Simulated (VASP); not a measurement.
# ScInTeSe (Immm) in VASP: a series of runs

The runs below take ScInTeSe through relaxation of cell and atoms, with PBE.

Everything below comes from runs of VASP 6.6.1. Logs are shortened: lines on timing, memory, paths and dates and some standing lists are left out, and cuts for length are marked.

### 1 Starting point

The structure is orthorhombic, space group Immm (No. 71). Conventional cell: a = 5.839 Å, b = 6.348 Å, c = 6.805 Å, α = 90.00°, β = 90.00°, γ = 90.00°. Sc (site symmetry mmm) is surrounded by 2 Se at 2.92 Å and 2 In at 3.17 Å. In (site symmetry mmm) has 2 Te at 2.92 Å and 2 Sc at 3.17 Å as nearest neighbours. Around Te (site symmetry mmm) lie 2 In at 2.92 Å and 2 Se at 3.17 Å. Around Se (site symmetry mmm) lie 2 Sc at 2.92 Å and 2 Te at 3.17 Å.

The cell was built by a generator and needn't be a form met in nature.

### 2 Relaxation of cell and atoms, PBE

Contents of INCAR:

```
SYSTEM = ScInTeSe
PREC = Normal
ENCUT = 520
EDIFF = 1E-4
ISMEAR = 0
SIGMA = 0.15
LREAL = .FALSE.
LASPH = .TRUE.
NELM = 60
ALGO = Fast
ISIF = 3
LWAVE = .FALSE.
LCHARG = .FALSE.
GGA = PE
IBRION = 2
NSW = 24
EDIFFG = -0.08
```

Contents of KPOINTS:

```
Automatic mesh
0
G
  4 4 4
  0 0 0
```

Contents of POSCAR:

```
ScInTeSe
1.0
   -2.9195282400      3.1738397700      3.4023017500
    2.9195282400     -3.1738397700      3.4023017500
    2.9195282400      3.1738397700     -3.4023017500
Sc In Te Se
1 1 1 1
Direct
    0.0000000000      0.0000000000      0.0000000000
    0.5000000000      0.0000000000      0.5000000000
    0.5000000000      0.5000000000      0.0000000000
    0.0000000000      0.5000000000      0.5000000000
```

Potentials or basis: VASP PAW PBE potentials, release 64 (Sc_sv, In_d, Te, Se).

The run is started by

```console
$ cat potpaw_PBE.64/Sc_sv/POTCAR potpaw_PBE.64/In_d/POTCAR potpaw_PBE.64/Te/POTCAR potpaw_PBE.64/Se/POTCAR > POTCAR
$ mpirun -np 1 vasp_std > vasp.out
```

OUTCAR:

```text
SYSTEM = ScInTeSe
   PREC = Normal
   ENCUT = 520
   EDIFF = 1E-4
   ISMEAR = 0
   LREAL = .FALSE.
   LASPH = .TRUE.
   NELM = 60
   ISIF = 3
   GGA = PE
   IBRION = 2
   NSW = 24
   EDIFFG = -0.08

 ion  position               nearest neighbor table
   1  0.000  0.000  0.000-   4 2.92   4 2.92   2 3.17   2 3.17   3 3.40   3 3.40
   2  0.500  0.000  0.500-   3 2.92   3 2.92   1 3.17   1 3.17   4 3.40   4 3.40
   3  0.500  0.500  0.000-   2 2.92   2 2.92   4 3.17   4 3.17   1 3.40   1 3.40
   4  0.000  0.500  0.500-   1 2.92   1 2.92   3 3.17   3 3.17   2 3.40   2 3.40

  LATTYP: Found a body centered orthorhombic cell.
 ALAT       =     5.8390564800
 B/A-ratio  =     1.0871070629
 C/A-ratio  =     1.1653601097

  Lattice vectors:

 A1 = (  -2.9195282400,   3.1738397700,   3.4023017500)
 A2 = (   2.9195282400,  -3.1738397700,   3.4023017500)
 A3 = (   2.9195282400,   3.1738397700,  -3.4023017500)

Analysis of symmetry for initial positions (statically):
=====================================================================
 Subroutine PRICEL returns:
 Original cell was already a primitive cell.

 Routine SETGRP: Setting up the symmetry group for a
 body centered orthorhombic supercell.

 Subroutine GETGRP returns: Found  8 space group operations
 (whereof  8 operations were pure point group operations)
 out of a pool of  8 trial point group operations.

The static configuration has the point symmetry D_2h.

Analysis of symmetry for dynamics (positions and initial velocities):
=====================================================================
 Subroutine PRICEL returns:
 Original cell was already a primitive cell.

 Routine SETGRP: Setting up the symmetry group for a
 body centered orthorhombic supercell.

 Subroutine GETGRP returns: Found  8 space group operations
 (whereof  8 operations were pure point group operations)
 out of a pool of  8 trial point group operations.

The dynamic configuration has the point symmetry D_2h.

 Subroutine INISYM returns: Found  8 space group operations
 (whereof  8 operations are pure point group operations),
 and found     1 'primitive' translations

----------------------------------------------------------------------------------------

                                     Primitive cell

  volume of cell :     126.1045

  direct lattice vectors                    reciprocal lattice vectors
    -2.919528240  3.173839770  3.402301750     0.000000000  0.157537884  0.146959334
     2.919528240 -3.173839770  3.402301750     0.171260546  0.000000000  0.146959334
     2.919528240  3.173839770 -3.402301750     0.171260546  0.157537884  0.000000000

  length of vectors
     5.492955600  5.492955600  5.492955600     0.215441943  0.225670602  0.232698000

  position of ions in fractional coordinates (direct lattice)
     0.000000000  0.000000000  0.000000000
     0.500000000  0.000000000  0.500000000
     0.500000000  0.500000000  0.000000000
     0.000000000  0.500000000  0.500000000

  ion indices of the primitive-cell ions
   primitive index   ion index
                 1           1
                 2           2
                 3           3
                 4           4

----------------------------------------------------------------------------------------

 KPOINTS: Automatic mesh

Automatic generation of k-mesh.
 Grid dimensions read from file:
 generate k-points for:    4    4    4

 Generating k-lattice:

  Cartesian coordinates                     Fractional coordinates (reciprocal lattice)
     0.000000000  0.039384471  0.036739834     0.250000000 -0.000000000  0.000000000
     0.042815136  0.000000000  0.036739834     0.000000000  0.250000000  0.000000000
     0.042815136  0.039384471  0.000000000     0.000000000 -0.000000000  0.250000000

  Length of vectors
     0.053860486  0.056417650  0.058174500

  Shift w.r.t. Gamma in fractional coordinates (k-lattice)
     0.000000000  0.000000000  0.000000000

 Subroutine IBZKPT returns following result:
 ===========================================

 Found     18 irreducible k-points:

 Following reciprocal coordinates:
            Coordinates               Weight
  0.000000  0.000000  0.000000      1.000000
  0.250000  0.000000 -0.000000      4.000000
  0.500000  0.000000 -0.000000      2.000000
  0.000000  0.250000 -0.000000      4.000000
  0.250000  0.250000 -0.000000      8.000000
  0.500000  0.250000 -0.000000      8.000000
[... 10 lines left out ...]
 -0.250000 -0.250000  0.250000      2.000000
  0.500000  0.500000  0.500000      1.000000
   k-points           NKPTS =     18   k-points in BZ     NKDIM =     18   number of bands    NBANDS=     22
   number of dos      NEDOS =    301   number of ions     NIONS =      4
   total plane-waves  NPLWV =  32768
   dimension x,y,z NGX =    32 NGY =   32 NGZ =   32
   dimension x,y,z NGXF=    64 NGYF=   64 NGZF=   64
   ions per type =               1   1   1   1
   NGX,Y,Z   is equivalent  to a cutoff of   9.68,  9.68,  9.68 a.u.
   NGXF,Y,Z  is equivalent  to a cutoff of  19.37, 19.37, 19.37 a.u.
 SYSTEM =  ScInTeSe
   PREC   = normal    normal or accurate (medium, high low for compatibility)
   ISTART =      0    job   : 0-new  1-cont  2-samecut
   ICHARG =      2    charge: 1-file 2-atom 10-const
   ISPIN  =      1    spin polarized calculation?
   LNONCOLLINEAR =      F non collinear calculations
   LSORBIT =      F    spin-orbit coupling
   LASPH  =      T    aspherical Exc in radial PAW
   ENCUT  =  520.0 eV  38.22 Ry    6.18 a.u.  10.21 10.21 10.21*2*pi/ulx,y,z
   NELM   =     60;   NELMIN=  2; NELMDL= -5     # of ELM steps
   EDIFF  = 0.1E-03   stopping-criterion for ELM
   LREAL  =      F    real-space projection
   EDIFFG = -.8E-01   stopping-criterion for IOM
   NSW    =     24    number of steps for IOM
   IBRION =      2    ionic relax: 0-MD 1-quasi-New 2-CG
   NFREE  =      1    steps in history (QN), initial steepest desc. (CG)
   ISIF   =      3    stress and relaxation
   ISYM   =      2    0-nonsym 1-usesym 2-fastsym
   POTIM  = 0.5000    time-step for ionic-motion
   TEBEG  =    0.0;   TEEND  =   0.0 temperature during run
   PSTRESS=    0.0 pullay stress
   NELECT =      36.0000    total number of electrons
   NUPDOWN=      -1.0000    fix difference up-down
   EMIN   =  10.00;   EMAX   =-10.00  energy-range for DOS
   EFERMI =   0.00;   METHOD = LEGACY
   ISMEAR =     0;   SIGMA  =   0.15  broadening in eV -4-tet -1-fermi 0-gaus
   EFERMI_NEDOS =   21; number of points for ismear=-14 and -15
   IALGO  =     68    algorithm
   IMIX   =      4    mixing-type and parameters
     AMIX     =   0.40;   BMIX     =  1.00
     AMIX_MAG =   1.60;   BMIX_MAG =  1.00
  volume/ion in A,a.u.               =      31.53       212.75
  Fermi-wavevector in a.u.,A,eV,Ry     =   1.077951  2.037031 15.809662  1.161977
  Thomas-Fermi vector in A             =   2.213876
   LORBIT       =      0    0 simple, 1 ext, 2 COOP (PROOUT), +10 PAW based schemes
   GGA     = PE    functional components
   LHFCALC =     F    Hartree Fock is set to
   AEXX    =    0.0000 exact exchange contribution
   IVDW    =     0    specifies the selected vdW correction
   LEPSILON=     F    determine dielectric tensor
   LRPA    =     F    only Hartree local field effects (RPA)
 conjugate gradient relaxation of ions
 non-spin polarized calculation
 RMM-DIIS sequential band-by-band and
 Gauss-broadening in eV      SIGMA  =   0.15
  energy-cutoff  :      520.00
  volume of cell :      126.10
 maximum number of plane-waves:      3421
   NGX = 21   NGY = 21   NGZ = 21

--------------------------------------- Ionic step        1  -------------------------------------------

 number of electron      35.9999981 magnetization

 Free energy of the ion-electron system (eV)
  ---------------------------------------------------
  ext. energy  EPLUGINS =         0.00000000
  ---------------------------------------------------
  free energy    TOTEN  =       -16.58792949 eV

  energy without entropy =      -16.55492323  energy(sigma->0) =      -16.57142636

 E-fermi :   4.4784     XC(G=0):  -8.9392

 val. band max:        4.4331038755   @ k =   0.2500   0.5000  -0.0000
 cond. band min:       4.4910842786   @ k =   0.0000   0.5000  -0.0000
 fundamental gap:      0.0579804031
 Fermi energy:         4.4784376143

 k-point     1 :       0.0000    0.0000    0.0000
  band No.  band energies     occupation
      1     -46.7388      2.00000
      2     -25.4691      2.00000
      3     -25.3193      2.00000
      4     -25.1645      2.00000
      5     -10.1128      2.00000
      6      -9.9758      2.00000
[... 546 lines left out ...]
  FREE ENERGIE OF THE ION-ELECTRON SYSTEM (eV)
  ---------------------------------------------------
  free  energy   TOTEN  =       -16.9213149649 eV

  energy  without entropy=      -16.8995305340  energy(sigma->0) =      -16.91042275

[... ionic steps 4 to 9 ...]

--------------------------------------- Ionic step       10  -------------------------------------------

 number of electron      35.9999991 magnetization

------------------------ aborting loop because EDIFF is reached ----------------------------------------

  FORCE on cell =-STRESS in cart. coord.  units (eV):
  Direction    XX          YY          ZZ          XY          YZ          ZX
  --------------------------------------------------------------------------------------
  -------------------------------------------------------------------------------------
  Total        0.6929485      0.0922381     -0.1220716      0.0000000      0.0000000      0.0000000
  in kB        9.8402406      1.3098301     -1.7334825      0.0000000      0.0000000      0.0000000
  external PRESSURE =       3.1388628 kB  Pullay stress =       0.0000000 kB
[... 61 lines left out ...]
  energy  without entropy=      -17.0078516004  energy(sigma->0) =      -17.01678479

--------------------------------------- Ionic step       12  -------------------------------------------

 number of electron      35.9999985 magnetization

 Free energy of the ion-electron system (eV)
  ---------------------------------------------------
  ext. energy  EPLUGINS =         0.00000000
  ---------------------------------------------------
  free energy    TOTEN  =       -17.02735664 eV

  energy without entropy =      -17.00906035  energy(sigma->0) =      -17.01820850

 E-fermi :   5.2343     XC(G=0):  -9.3877

 val. band max:        5.0371856964   @ k =   0.5000   0.0000  -0.0000
 cond. band min:       5.2387480043   @ k =   0.2500  -0.2500   0.2500
 fundamental gap:      0.2015623078
 Fermi energy:         5.2342538533

 k-point     1 :       0.0000    0.0000    0.0000
  band No.  band energies     occupation
      1     -45.5724      2.00000
      2     -24.2342      2.00000
      3     -24.1909      2.00000
      4     -24.0987      2.00000
      5      -9.4160      2.00000
      6      -9.2324      2.00000
[... 470 lines left out ...]
  FREE ENERGIE OF THE ION-ELECTRON SYSTEM (eV)
  ---------------------------------------------------
  free  energy   TOTEN  =       -17.0273566439 eV

  energy  without entropy=      -17.0090603463  energy(sigma->0) =      -17.01820850

 reached required accuracy - stopping structural energy minimisation
```

Wall time 4.3 min (1 thread of Intel Xeon Platinum 8259CL at 2.50GHz (Skylake/Cascade Lake), shared host); peak memory 0.23 GiB.

Results:

| Item | Value |
| --- | --- |
| Free energy | -17.0274 eV |
| Relaxed volume | 28.40 Å³/atom |
| Relaxed cell | a = 5.307 Å, b = 5.307 Å, c = 5.307 Å, α = 115.16°, β = 102.33°, γ = 111.18° |
| Space group after relaxing (to 0.05 Å) | Immm (No. 71) |
| Energy gained by relaxing | 109.9 meV/atom |
| Ionic steps | 12 |
| Pressure after relaxing | -0.1 GPa |
| Band gap on the k mesh | none (metal or under the smearing width) |

Step by step:
```csv
step,energy change (eV),largest force (eV/Å),pressure (GPa),volume (Å³)
1,0.0000,0.0000,-3.51,126.10
2,-0.3027,0.0000,-0.48,113.82
3,-0.3334,0.0000,0.82,110.53
4,-0.3369,0.0000,1.62,108.99
5,-0.4041,0.0000,1.59,108.30
6,-0.4070,0.0000,1.47,108.43
7,-0.4278,0.0000,-0.36,112.57
8,-0.4279,0.0000,-0.27,112.38
9,-0.4356,0.0000,-0.02,112.58
10,-0.4371,0.0000,0.31,112.83
11,-0.4378,0.0000,0.22,112.74
12,-0.4394,0.0000,-0.10,113.60
```

Final structure:
```yaml
crystal:
  lattice:
    - [-2.84524, 3.32802, 2.99928]
    - [2.84524, -3.32802, 2.99928]
    - [2.84524, 3.32802, -2.99928]
  atoms:
    - { symbol: Sc, position: [0.00000, 0.00000, 0.00000] }
    - { symbol: In, position: [0.50000, 0.00000, 0.50000] }
    - { symbol: Te, position: [0.50000, 0.50000, 0.00000] }
    - { symbol: Se, position: [0.00000, 0.50000, 0.50000] }
```

Levels at points of the mesh, in eV from the Fermi level:
```tsv
k point	band 14	band 15	band 16	band 17	band 18	band 19	band 20	band 21	band 22
(0.00, 0.00, 0.00)	-3.70	-3.53	-2.70	-2.42	0.09	0.12	0.25	0.34	1.03
(0.50, 0.00, 0.00)	-4.13	-3.01	-2.60	-2.13	-0.20	-0.20	0.82	1.05	1.20
(0.00, 0.50, 0.00)	-4.25	-3.06	-1.34	-0.42	0.17	0.26	1.37	1.38	1.44
(0.50, 0.50, 0.00)	-3.77	-3.03	-2.52	-2.07	-0.53	0.73	1.03	1.18	1.33
(0.50, 0.50, 0.50)	-4.79	-3.96	-1.90	-1.46	0.55	0.88	0.90	0.94	1.07
```

Caveat: the k mesh is coarse (spacing up to 0.37 Å⁻¹), so the values aren't converged; the relaxation stopped at a loose force limit of 0.08 eV/Å, so its end isn't a converged minimum.

### 3 Relaxation of cell and atoms, PBE

This run uses another cell than the first one, of 32.16 Å³/atom, 1.020 times its volume.

INCAR is that of step 2.

KPOINTS is that of step 2.

Contents of POSCAR:

```
ScInTeSe
1.0
   -2.6631315900      3.1240451400      3.8656200100
    2.6631315900     -3.1240451400      3.8656200100
    2.6631315900      3.1240451400     -3.8656200100
Sc In Te Se
1 1 1 1
Direct
    0.5000000000      0.5000000000      0.0000000000
    0.0000000000      0.0000000000      0.0000000000
    0.5000000000      0.0000000000      0.5000000000
    0.0000000000      0.5000000000      0.5000000000
```

Potentials or basis: VASP PAW PBE potentials, release 64 (Sc_sv, In_d, Te, Se).

The run is started by

```console
$ cat potpaw_PBE.64/Sc_sv/POTCAR potpaw_PBE.64/In_d/POTCAR potpaw_PBE.64/Te/POTCAR potpaw_PBE.64/Se/POTCAR > POTCAR
$ mpirun -np 1 vasp_std > vasp.out
```

OUTCAR:

```text
SYSTEM = ScInTeSe
   PREC = Normal
   ENCUT = 520
   EDIFF = 1E-4
   ISMEAR = 0
   LREAL = .FALSE.
   LASPH = .TRUE.
   NELM = 60
   ISIF = 3
   GGA = PE
   IBRION = 2
   NSW = 24
   EDIFFG = -0.08

 ion  position               nearest neighbor table
   1  0.500  0.500  0.000-   3 2.66   3 2.66
   2  0.000  0.000  0.000-   4 2.66   4 2.66   3 3.12   3 3.12
   3  0.500  0.000  0.500-   1 2.66   1 2.66   2 3.12   2 3.12
   4  0.000  0.500  0.500-   2 2.66   2 2.66

  LATTYP: Found a body centered orthorhombic cell.
 ALAT       =     5.3262631800
 B/A-ratio  =     1.1730720148
 C/A-ratio  =     1.4515317322

  Lattice vectors:

[... 183 lines left out ...]
  Direction    XX          YY          ZZ          XY          YZ          ZX
  --------------------------------------------------------------------------------------
  -------------------------------------------------------------------------------------
  Total        7.8153077     -3.2942250      0.3732669      0.0000000      0.0000000      0.0000000
  in kB       97.3346752    -41.0274719      4.6488016      0.0000000      0.0000000      0.0000000
  external PRESSURE =      20.3186683 kB  Pullay stress =       0.0000000 kB
[... 101 lines left out ...]
--------------------------------------- Ionic step        4  -------------------------------------------

 number of electron      36.0000002 magnetization

 Free energy of the ion-electron system (eV)
  ---------------------------------------------------
  ext. energy  EPLUGINS =         0.00000000
  ---------------------------------------------------
  free energy    TOTEN  =       -17.08197518 eV

  energy without entropy =      -17.04865016  energy(sigma->0) =      -17.06531267

 E-fermi :   4.3072     XC(G=0):  -8.7966

 val. band max:        4.3012756634   @ k =   0.2500   0.2500   0.0000
 cond. band min:       4.3661153526   @ k =   0.0000   0.0000   0.0000
 fundamental gap:      0.0648396892
 Fermi energy:         4.3072458058

 k-point     1 :       0.0000    0.0000    0.0000
  band No.  band energies     occupation
      1     -46.6999      2.00000
      2     -25.3285      2.00000
      3     -25.3079      2.00000
      4     -25.2813      2.00000
      5     -10.5668      2.00000
      6     -10.4287      2.00000
[... 470 lines left out ...]
  FREE ENERGIE OF THE ION-ELECTRON SYSTEM (eV)
  ---------------------------------------------------
  free  energy   TOTEN  =       -17.0819751758 eV

  energy  without entropy=      -17.0486501639  energy(sigma->0) =      -17.06531267

 reached required accuracy - stopping structural energy minimisation
```

Run time: 2 min. Hardware: 1 thread of Intel Xeon Platinum 8259CL at 2.50GHz (Skylake/Cascade Lake), shared host; peak memory 0.23 GiB.

Results:

- Free energy: -17.0820 eV
- Relaxed volume: 31.73 Å³/atom
- Relaxed cell: a = 5.607 Å, b = 5.607 Å, c = 5.607 Å, α = 118.07°, β = 119.43°, γ = 92.18°
- Space group after relaxing (to 0.05 Å): Immm (No. 71)
- Energy gained by relaxing: 114.6 meV/atom
- Ionic steps: 4
- Pressure after relaxing: 0.1 GPa
- Band gap on the k mesh: none (metal or under the smearing width)

Stress tensor (GPa, compression positive):
```
 0.36  0.00  0.00
 0.00  0.01  0.00
 0.00  0.00 -0.01
```

Step by step:
```tsv
step	energy change (eV)	largest force (eV/Å)	pressure (GPa)	volume (Å³)
1	0.0000	0.0000	2.03	128.64
2	-0.2737	0.0000	-3.16	135.79
3	-0.2777	0.0000	-2.56	134.35
4	-0.4582	0.0000	0.12	126.91
```

Final structure:
```xyz
4
Lattice="-2.8851 2.8279 3.8889 2.8851 -2.8279 3.8889 2.8851 2.8279 -3.8889" Properties=species:S:1:pos:R:3 pbc="T T T"
Sc    0.0000    0.0000    3.8889
In    2.8851    2.8279    3.8889
Te    2.8851    0.0000    3.8889
Se    0.0000    2.8279    3.8889
```

Caveat: the k mesh is coarse (spacing up to 0.39 Å⁻¹), so the values aren't converged; the relaxation stopped at a loose force limit of 0.08 eV/Å, so its end isn't a converged minimum. The run has no spin-orbit coupling, so splittings on Te are missing.
